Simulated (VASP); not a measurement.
Calculation: RPBE GGA, VASP's PBE PAW potentials (set 64) (plane waves; VASP).

Input for VASP

File KPOINTS:
```
Automatic mesh
0
Gamma
10 10 9
0 0 0
```

File POSCAR:
```
TiB2
1.0
  1.5254312765  -2.6421245015   0.0000000000
  1.5254312765   2.6421245015   0.0000000000
  0.0000000000   0.0000000000   3.2428421395
Ti B
1 2
Cartesian
  0.0000000000   0.0000000000   0.0000000000
  1.5254312765   0.8807099286   1.6214210697
  1.5254312765  -0.8807099286   1.6214210697
```

INCAR:
```
SYSTEM = TiB2
PREC = Accurate; ENCUT = 520; LREAL = .False.
LASPH = .True.
EDIFF = 1E-6; NELM = 100; ALGO = Normal
LMAXMIX = 4
ISMEAR = 1; SIGMA = 0.1
GGA = RP
IBRION = 2; NSW = 60; ISIF = 3
EDIFFG = -0.02
LWAVE = .False.; LCHARG = .False.
```

POTCAR, in this order: Ti_sv B (PBE.64 set). Program: vasp_std.

What VASP printed:

File OSZICAR:
```
       N       E                     dE             d eps       ncg     rms          rms(c)
DAV:   1     0.130606649119E+03    0.13061E+03   -0.94595E+03  1820   0.158E+03
DAV:   2    -0.185505905572E+02   -0.14916E+03   -0.14572E+03  1875   0.391E+02
DAV:   3    -0.280214319983E+02   -0.94708E+01   -0.93947E+01  2672   0.945E+01
DAV:   4    -0.283294084957E+02   -0.30798E+00   -0.30777E+00  2354   0.157E+01
DAV:   5    -0.283373698952E+02   -0.79614E-02   -0.79610E-02  2703   0.225E+00    0.162E+01
DAV:   6    -0.232898076012E+02    0.50476E+01   -0.26035E+01  2447   0.585E+01    0.379E+00
DAV:   7    -0.233236224008E+02   -0.33815E-01   -0.17023E+00  2006   0.151E+01    0.315E+00
DAV:   8    -0.233343633561E+02   -0.10741E-01   -0.17561E-01  2600   0.401E+00    0.769E-01
DAV:   9    -0.233265105340E+02    0.78528E-02   -0.79398E-02  2387   0.370E+00    0.290E-01
DAV:  10    -0.233256671217E+02    0.84341E-03   -0.49409E-03  2243   0.959E-01    0.640E-02
DAV:  11    -0.233257033886E+02   -0.36267E-04   -0.56825E-04  2589   0.311E-01    0.488E-02
DAV:  12    -0.233256873180E+02    0.16071E-04   -0.13328E-04  2386   0.157E-01    0.890E-03
DAV:  13    -0.233256860368E+02    0.12813E-05   -0.82560E-06  2231   0.347E-02    0.246E-03
DAV:  14    -0.233256862205E+02   -0.18371E-06   -0.31016E-07  1065   0.726E-03
   1 F= -.23325686E+02 E0= -.23325444E+02  d E =-.233257E+02
       N       E                     dE             d eps       ncg     rms          rms(c)
DAV:   1    -0.233264950292E+02   -0.80899E-03   -0.33165E-02  1985   0.292E+00    0.205E-01
DAV:   2    -0.233261170827E+02    0.37795E-03   -0.18131E-03  1845   0.497E-01    0.103E-01
DAV:   3    -0.233259306113E+02    0.18647E-03   -0.32795E-04  2826   0.192E-01    0.185E-02
DAV:   4    -0.233259279420E+02    0.26693E-05   -0.26720E-05  2435   0.606E-02    0.127E-02
DAV:   5    -0.233259268731E+02    0.10689E-05   -0.37831E-06  1920   0.270E-02    0.358E-03
DAV:   6    -0.233259265595E+02    0.31359E-06   -0.42581E-07   960   0.842E-03
   2 F= -.23325927E+02 E0= -.23325652E+02  d E =-.240339E-03
```

**OUTCAR**
```
------------------------ aborting loop because EDIFF is reached ----------------------------------------
  FORCE on cell =-STRESS in cart. coord.  units (eV):
  Direction    XX          YY          ZZ          XY          YZ          ZX
  --------------------------------------------------------------------------------------
  Total        0.0057463      0.0057463     -0.0046048      0.0000000     -0.0000000     -0.0000000
  in kB        0.3518839      0.3518839     -0.2819809      0.0000000     -0.0000000     -0.0000000
  external PRESSURE =       0.1405956 kB  Pullay stress =       0.0000000 kB
  volume of cell :       26.16
      direct lattice vectors                 reciprocal lattice vectors
     1.524152664 -2.639909880  0.000000000     0.328051127 -0.189400405  0.000000000
     1.524152664  2.639909880 -0.000000000     0.328051127  0.189400405  0.000000000
    -0.000000000  0.000000000  3.251244666    -0.000000000  0.000000000  0.307574515
 POSITION                                       TOTAL-FORCE (eV/Angst)
 -----------------------------------------------------------------------------------
      0.00000     -0.00000      0.00000         0.000000      0.000000      0.000000
      1.52415      0.87997      1.62562        -0.000000     -0.000000     -0.000000
      1.52415     -0.87997      1.62562         0.000000      0.000000     -0.000000
 -----------------------------------------------------------------------------------
    total drift:                               -0.000000      0.000000      0.000000
  FREE ENERGIE OF THE ION-ELECTRON SYSTEM (eV)
  ---------------------------------------------------
  free  energy   TOTEN  =       -23.3259265595 eV

  energy  without entropy=      -23.3251022242  energy(sigma->0) =      -23.32565178

 reached required accuracy - stopping structural energy minimisation
```
(Selected blocks of OUTCAR.)

**CONTCAR**
```
TiB2
   1.00000000000000
     1.5241526644411321   -2.6399098803826062    0.0000000000000000
     1.5241526644411321    2.6399098803826062   -0.0000000000000000
    -0.0000000000000000    0.0000000000000000    3.2512446658095606
  Ti              B
     1     2
Direct
     0.0000000000000000    0.0000000000000000    0.0000000000000000
     0.3333330000000032    0.6666669999999968    0.5000000000000000
     0.6666669999999968    0.3333330000000032    0.5000000000000000
```

The compound is TiB2 in the AlB2 type structure. This run relaxes it. Symmetry was kept, so distortions that lower it aren't found. The start is the result of an earlier pass.
